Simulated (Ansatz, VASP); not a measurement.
# Si2Mo: VASP beside Ansatz

Wanted: the spread between two codes on one cell, functional and k mesh. The cell is taken from a series of runs on this material, whose earlier steps may have relaxed, scaled, displaced or heated it; both programs get it as it stands.

Main program and level: Ansatz 0.2.0; plane waves, with VASP 6.6.1 beside it; zone-centre phonons at LDA.

**1. The starting structure**

Symmetry: I4/mmm, No. 139, tetragonal system. The conventional cell has a = 3.129 Å, b = 3.129 Å, c = 7.687 Å, α = 90.00°, β = 90.00°, γ = 90.00°. Nearest to Si lie 5 Si at 2.54 to 2.57 Å and 5 Mo at 2.55 to 2.57 Å. Mo has 10 Si at 2.55 to 2.57 Å nearest. Farther neighbours are not listed.

Structure file:

```cif
data_structure
_symmetry_space_group_name_H-M 'P 1'
_symmetry_Int_Tables_number 1
_cell_length_a 4.4347
_cell_length_b 4.4347
_cell_length_c 4.4347
_cell_angle_alpha 138.691
_cell_angle_beta 138.691
_cell_angle_gamma 59.847
_cell_volume 37.62
loop_
_atom_site_label
_atom_site_type_symbol
_atom_site_fract_x
_atom_site_fract_y
_atom_site_fract_z
_atom_site_occupancy
Si1 Si 0.33464 0.33464 0.00000 1
Si2 Si 0.66536 0.66536 0.00000 1
Mo3 Mo 0.00000 0.00000 0.00000 1
```

**2. Ansatz: zone-centre phonons, LDA**

Ansatz runs on its PAW soft_1 files.

Second derivatives magnify differences that forces hide, and they need a tight electronic threshold.

File input.yaml:

```yaml
crystal:
  lattice:
    - [-1.5642709279, 1.5642709279, 3.8435217987]
    - [1.5642709279, -1.5642709279, 3.8435217987]
    - [1.5642709279, 1.5642709279, -3.8435217987]
  atoms:
    - { symbol: Si, position: [0.3346420029, 0.3346420029, 0.0] }
    - { symbol: Si, position: [0.6653579971, 0.6653579971, 0.0] }
    - { symbol: Mo, position: [0.0, 0.0, 0.0] }
kpoints:
  mp_grid: { grid: [20, 20, 20] }
hamiltonian:
  xc: lda
  pseudopotentials: { kind: paw, azcp: { folder: soft_1 }, xc_functional: pbe }
scf:
  occupations: { method: methfessel_paxton, width: 0.2 }
output:
  eigenvalues: true
phonons:
  method: dfpt
```

Command:

```sh
$ ansatz run input.yaml --threads 4 --pin off --max-ram 10240MiB --backend cpu --events-out ev --progress --plain --runs-dir out
```

Numbers of over 12 decimals in the logs are rounded to 6 here.

Output:

```text
zone centre: on kpoints.mp_grid the ground state, and the responses unless they are solved on pairs of k-points, stand on 1166 of the mesh's 8000 k-points, reduced under 4 symmetry operations, with k and −k counted as one. Each operation leaves every solved displacement unchanged or reverses it
Engine: ansatz 0.2.0, x86_64-unknown-linux-gnu
Pseudopotentials: kind: paw
Pseudopotential: Si, paw, valence charge 4, recommended cutoff 420 eV (normal), soft_1/Si.paw.azcp
Pseudopotential: Mo, paw, valence charge 14, recommended cutoff 420 eV (normal), soft_1/Mo.paw.azcp
Functional definition: SPW92
  exchange = slater_x
  correlation = pw_c
Crystal: 3 atoms, lattice volume = 37.620 Å³
Basis set: ecut = 420 eV, 761 PW (Γ), exchange–correlation on 60×60×60 points (8 copies of the dense FFT grid, shifted against one another)
Bands: 15, of which v1, the nominal top of the filled ones, is band 11 counted from 1 (10 counted from 0)
Symmetry: 16 space group operations
k-points: 1166 of 8000 (irreducible under 4 space group operations, time reversal used)
Non-local potential: Si, projectors of the file, l = 0: 2, l = 1: 2, l = 2: 1
Non-local potential: Mo, projectors of the file, l = 0: 3, l = 1: 2, l = 2: 2, l = 3: 1
PAW form: soft (Blöchl's): semilocal exchange-correlation on the pseudo side does not see the compensation charge
PAW frozen core: Si, regenerated for the run's functional, and the local potential with it (the file was generated under x = pbe(κ = 0.804, μ = 0.219515), c = pbe(β = 0.066725))
PAW frozen core: Mo, regenerated for the run's functional, and the local potential with it (the file was generated under x = pbe(κ = 0.804, μ = 0.219515), c = pbe(β = 0.066725))
PAW one-centre angular grid: Si, 110 points (default); XC on 64 Gauss nodes
PAW one-centre angular grid: Mo, 590 points (default); XC on 64 Gauss nodes
Initial density: superposition of atomic densities (chi_scale 0.1, normalization cell, long waves kept (reshape's long-wave potential 0.00 eV rms))
Initial wavefunctions: pseudopotential atomic-orbital guess
Functional: x = slater, c = lda
SCF iter   1: F=—  HF=-6063.062919 eV  |F-HF|=—  |Δ(HF+E_count)|=         —  Δρ=9.20e-2  dr2=4.59e0  ethr=3.10e-3  ⟨swp⟩=5.4  Hψ=101152  notcnv=0
preconditioner: auto → Kerker (q_TF=auto, 2.495 Å⁻¹)  [metal: Δε(μ)=0.044 eV  Ē_g=8.504 eV  σ=0.200 eV  W_gap=0.19  n_scr=10 (ndim 8)  ℏωp=22.7 eV  f_vac=0.000  D(μ)=0.33/eV (n_scr^D=0)]
SCF iter   2: F=—  HF=-6061.977336 eV  |F-HF|=—  |Δ(HF+E_count)|=    1.09e0  S|Δr|=    0.00e0  Δρ=3.20e-2  dr2=2.78e-1  ethr=3.10e-3  ⟨swp⟩=2.1  Hψ=43285  notcnv=0
SCF iter   3: F=—  HF=-6061.918732 eV  |F-HF|=—  |Δ(HF+E_count)|=   5.86e-2  S|Δr|=    0.00e0  Δρ=1.40e-2  dr2=5.13e-2  ethr=1.26e-3  ⟨swp⟩=2.1  Hψ=25278  notcnv=0
SCF iter   4: F=—  HF=-6061.907633 eV  |F-HF|=—  |Δ(HF+E_count)|=   1.11e-2  S|Δr|=    0.00e0  Δρ=2.24e-3  dr2=1.83e-3  ethr=2.33e-4  ⟨swp⟩=2.4  Hψ=25462  notcnv=0
SCF iter   5: F=—  HF=-6061.907118 eV  |F-HF|=—  |Δ(HF+E_count)|=   5.15e-4  S|Δr|=    0.00e0  Δρ=2.90e-4  dr2=5.60e-5  ethr=8.32e-6  ⟨swp⟩=2.8  Hψ=28504  notcnv=0
SCF iter   6: F=—  HF=-6061.907107 eV  |F-HF|=—  |Δ(HF+E_count)|=   1.13e-5  S|Δr|=    0.00e0  Δρ=3.48e-5  dr2=8.26e-7  ethr=2.55e-7  ⟨swp⟩=2.2  Hψ=22072  notcnv=0
SCF iter   7: F=—  HF=-6061.907107 eV  |F-HF|=—  |Δ(HF+E_count)|=   7.04e-7  S|Δr|=    0.00e0  Δρ=4.92e-6  dr2=9.72e-9  ethr=3.76e-9  ⟨swp⟩=2.2  Hψ=22991  notcnv=0
SCF iter   8: F=—  HF=-6061.907107 eV  |F-HF|=—  |Δ(HF+E_count)|=  7.09e-10  S|Δr|=    0.00e0  Δρ=8.17e-7  dr2=1.57e-10  ethr=4.42e-11  ⟨swp⟩=2.6  Hψ=30030  notcnv=0
SCF iter   9: F=-6061.907107 eV  HF=-6061.907107 eV  |F-HF|=5.46e-12  |Δ(HF+E_count)|=  5.28e-11  S|Δr|=    0.00e0  Δρ=1.25e-7  dr2=4.08e-12  ethr=1.00e-12  ⟨swp⟩=5.6  Hψ=77220  notcnv=0
the search or the solves at the SCF's close seem to have found levels that the self-consistency loop had missed (the run counts 1). By its estimate they hold under 1e-12 electrons; where the run keeps them, the occupations were computed again with them
SCF 1 converged in 9 iterations: F = -6061.907107 eV  dr2 = 4.08e-12
  greatest PAW one-centre occupation: 0.998 electrons in one spin orbital (limit 2), on the Mo atom at site 2 (counted from 0), in its partial waves of l = 0
DFPT response loops at Γ: preconditioner auto → Kerker (q_TF=auto, 2.495 Å⁻¹) (partly filled bands, converged f_vac=0.000); β = 1.00, the filter's whole step (`scf.mixing.beta` (0.50) is not read by the response loops under this deck's `scf.mixing.preconditioner`; to damp them name `kerker` or `kerker_dos`, under which they read `scf.mixing.beta`, and type it under 1.00, their step now; both keys bind the ground state too); Broyden in place of MSR1
SCF converged after 9 iterations
Stability not checked: this state was not tested for a lower state beside it, because cold or Methfessel-Paxton smearing, or corrected tetrahedra, fill the levels in a way that the test cannot read (fill_not_monotonic; see scf.lower_state_search)
Free energy (F): -6061.907107 eV
Harris-Foulkes:  -6061.907107 eV  (|F-HF|=5.46e-12)
Internal energy: -6061.907529 eV  (E = F + TS)
E sigma→0 (E₀):  -6061.907213 eV
Entropy (-TS):   0.000421 eV (0.140 meV/atom)
Fermi energy:    16.979013 eV
--- Per-component energies (eV) ---
  E_band       = -26.076757
  E_kinetic    = 519.552419
  E_local      = -1091.707716  (includes V_loc(G=0)·N_el)
  E_nonlocal   = 200.782514
  E_hartree    = 419.147321
  E_xc         = -294.392664
  E_vxc        = -324.851431  (∫ρ·V_xc dr)
  E_paw        = -4070.568299  (= ΣΔE_a)
  E_vpaw       = -168.147277  (= ΣTr[D̂ρ^β])
  E_aug_tail   = 0.000117  (compensation charges beyond the density's cutoff)
  E_ewald      = -1745.362698
  E_core_change = 0.641477  (= ΣΔE_core)
  E_smearing   = 0.000421  (= −TS)
  E_closure    = 0.000000  (closes the sum)
  Σ components = -6061.907107   (vs F -6061.907107, Δ=0.00e0)
--- Band table (eV; the first three rows and the last of 1166) ---
  k-point 0: bands = [... 7 lower, 13.6401, 14.1959, 14.1959, 17.4170, 20.0125, 20.5334, 20.7497, 20.7497]
  k-point 1: bands = [... 7 lower, 13.6220, 13.9720, 14.6502, 17.0868, 20.2296, 20.2425, 20.6437, 20.7933]
  k-point 2: bands = [... 7 lower, 13.4189, 13.7114, 15.2351, 16.2749, 19.7892, 20.5775, 20.6484, 20.9042]
  k-point 1165: bands = [... 7 lower, 14.5859, 16.3513, 16.3513, 16.5491, 16.5491, 17.5689, 21.9018, 22.8000]
--- Phonons (Γ-DFPT): 4 representative perturbations + reference, on 1166 of 8000 k-points (Σ response iterations 12) ---
  k mesh reduced under 4 symmetry operations, with k and −k counted as one. Each operation leaves every solved displacement unchanged or reverses it
  ASR residual: 3.846e-5 → 0.000e0 eV/Å²; symmetrization residual: 3.388e-6 eV/Å²
  ASR residual per site (eV/Å²): 3.85e-5 3.85e-5 2.89e-5
  Γ frequencies (cm⁻¹): 0.00 0.00 0.00 303.63 303.63 348.02 360.03 360.03 464.43
  non-analytic LO–TO correction: not included (Born effective charges unavailable; polar crystals: no LO–TO splitting at Γ)
```

In the SCF lines HF is the Harris–Foulkes energy and dr2 the Hartree energy of the density residual, in eV; the loop may stop once dr2 is under the threshold and the program's other checks hold. Hψ counts applications of the Hamiltonian.

(Part 1 of 2 ends here.)

[Lines on the potential files, build, host, timing and source positions are cut from VASP's logs without a mark.]

[Logs are printed without paths, hosts, clocks, repeated set-up lines and the standing remarks that a program may print on its own settings, such as how far it seeks lower states.]

[Hosts, paths, dates, database ids (printed as entryN), source tags and the programs' standing remarks are cut or masked in the printed files.]
